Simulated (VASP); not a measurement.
Level of theory: TPSS meta-GGA, VASP's PBE PAW potentials (set 64) (plane waves; VASP).

The input files of a VASP run:

INCAR:
```
LASPH  =  .TRUE.
LWAVE  =  .FALSE.
LCHARG  =  .FALSE.
ENCUT  =  520   # plane-wave cut-off (eV)
ALGO  =  Normal
NELM  =  100   # most electronic steps
LORBIT  =  11
LMIXTAU  =  .TRUE.
ISIF  =  2   # forces and stress, cell fixed
METAGGA  =  TPSS
EDIFF  =  1E-7   # SCF stop (eV)
SYSTEM  =  CaO
ISMEAR  =  -5
PREC  =  Accurate
NEDOS  =  601
LREAL  =  .FALSE.   # projection in real space or not
```

File KPOINTS_OPT:
```
k-points along high-symmetry lines
10
Line-mode
Reciprocal
  0.000000   0.000000   0.000000 ! GAMMA
  0.500000   0.000000   0.500000 ! X

  0.500000   0.000000   0.500000 ! X
  0.625000   0.250000   0.625000 ! U

  0.375000   0.375000   0.750000 ! K
  0.000000   0.000000   0.000000 ! GAMMA

  0.000000   0.000000   0.000000 ! GAMMA
  0.500000   0.500000   0.500000 ! L

  0.500000   0.500000   0.500000 ! L
  0.500000   0.250000   0.750000 ! W

  0.500000   0.250000   0.750000 ! W
  0.500000   0.000000   0.500000 ! X
```

### KPOINTS
```
Automatic mesh
0
Gamma
11 11 11
0 0 0
```

POSCAR:
```
CaO
1.0
  0.0000000000   2.4100887653   2.4100887653
  2.4100887653   0.0000000000   2.4100887653
  2.4100887653   2.4100887653   0.0000000000
Ca O
1 1
Cartesian
  0.0000000000   0.0000000000   0.0000000000
  2.4100887653   2.4100887653   2.4100887653
```

POTCAR, in this order: Ca_sv O (PBE.64 set). Program: vasp_std.

The resulting files:

**OSZICAR**
```
       N       E                     dE             d eps       ncg     rms          rms(c)
DAV:   1     0.305325483820E+03    0.30533E+03   -0.10280E+06  1344   0.205E+06
DAV:   2     0.240027458263E+02   -0.28132E+03   -0.26450E+03  2256   0.926E+02
DAV:   3    -0.183675915359E+03   -0.20768E+03   -0.20658E+03  2576   0.197E+02
DAV:   4    -0.308525598123E+02    0.15282E+03   -0.37365E+02  2596   0.153E+02
DAV:   5    -0.438044001626E+02   -0.12952E+02   -0.15060E+02  1936   0.255E+01    0.793E+00
DAV:   6    -0.241085578792E+02    0.19696E+02   -0.12068E+02  1688   0.101E+02    0.122E+01
DAV:   7    -0.232307252075E+02    0.87783E+00   -0.53797E+00  1620   0.191E+01    0.928E+00
DAV:   8    -0.222779484515E+02    0.95278E+00   -0.21413E+01  1548   0.445E+01    0.661E+00
DAV:   9    -0.218618937044E+02    0.41605E+00   -0.26302E+00  1596   0.165E+01    0.298E+00
DAV:  10    -0.218270374316E+02    0.34856E-01   -0.17168E-01  1628   0.394E+00    0.210E+00
DAV:  11    -0.217847776909E+02    0.42260E-01   -0.19782E-01  1612   0.413E+00    0.687E-01
DAV:  12    -0.217894050411E+02   -0.46274E-02   -0.83290E-03  1544   0.123E+00    0.626E-01
DAV:  13    -0.217885998636E+02    0.80518E-03   -0.54540E-03  1572   0.871E-01    0.365E-01
DAV:  14    -0.217898858760E+02   -0.12860E-02   -0.13916E-02  1600   0.967E-01    0.764E-02
DAV:  15    -0.217900224267E+02   -0.13655E-03   -0.77711E-04  1832   0.259E-01    0.554E-02
DAV:  16    -0.217900121183E+02    0.10308E-04   -0.13202E-04  1632   0.103E-01    0.482E-02
DAV:  17    -0.217900457050E+02   -0.33587E-04   -0.52445E-05  1584   0.840E-02    0.192E-02
DAV:  18    -0.217900323297E+02    0.13375E-04   -0.78719E-06  1388   0.345E-02    0.105E-02
DAV:  19    -0.217900409163E+02   -0.85866E-05   -0.76240E-07  2084   0.130E-02    0.408E-03
DAV:  20    -0.217900391786E+02    0.17377E-05   -0.28586E-07  1300   0.765E-03    0.108E-03
DAV:  21    -0.217900397990E+02   -0.62044E-06   -0.65073E-08   880   0.265E-03    0.513E-04
DAV:  22    -0.217900390296E+02    0.76940E-06   -0.23638E-08   732   0.226E-03    0.225E-04
DAV:  23    -0.217900392678E+02   -0.23820E-06   -0.14468E-08   752   0.134E-03    0.104E-04
DAV:  24    -0.217900390642E+02    0.20364E-06   -0.41345E-09   724   0.731E-04    0.254E-05
DAV:  25    -0.217900391371E+02   -0.72909E-07   -0.11488E-09   716   0.301E-04
   1 F= -.21790039E+02 E0= -.21790039E+02  d E =0.000000E+00
       N       E                     dE             ncg
       N       E                     dE             ncg
```

OUTCAR:
```
------------------------ aborting loop because EDIFF is reached ----------------------------------------
  FORCE on cell =-STRESS in cart. coord.  units (eV):
  Direction    XX          YY          ZZ          XY          YZ          ZX
  --------------------------------------------------------------------------------------
  Total        0.0008651      0.0008651      0.0008651      0.0000000      0.0000000      0.0000000
  in kB        0.0495065      0.0495065      0.0495065      0.0000000      0.0000000      0.0000000
  external PRESSURE =       0.0495065 kB  Pullay stress =       0.0000000 kB
  volume of cell :       28.00
      direct lattice vectors                 reciprocal lattice vectors
     0.000000000  2.410088765  2.410088765    -0.207461238  0.207461238  0.207461238
     2.410088765  0.000000000  2.410088765     0.207461238 -0.207461238  0.207461238
     2.410088765  2.410088765  0.000000000     0.207461238  0.207461238 -0.207461238
  FREE ENERGIE OF THE ION-ELECTRON SYSTEM (eV)
  ---------------------------------------------------
  free  energy   TOTEN  =       -21.7900391371 eV

  energy  without entropy=      -21.7900391371  energy(sigma->0) =      -21.79003914

 total charge

# of ion       s       p       d       tot
------------------------------------------
    1        2.034   5.877   0.286   8.198
    2        1.531   3.439   0.000   4.970
--------------------------------------------------
tot          3.566   9.316   0.286  13.167
```
(Selected blocks of OUTCAR.)

The compound is CaO in the rock salt structure. It was relaxed first.
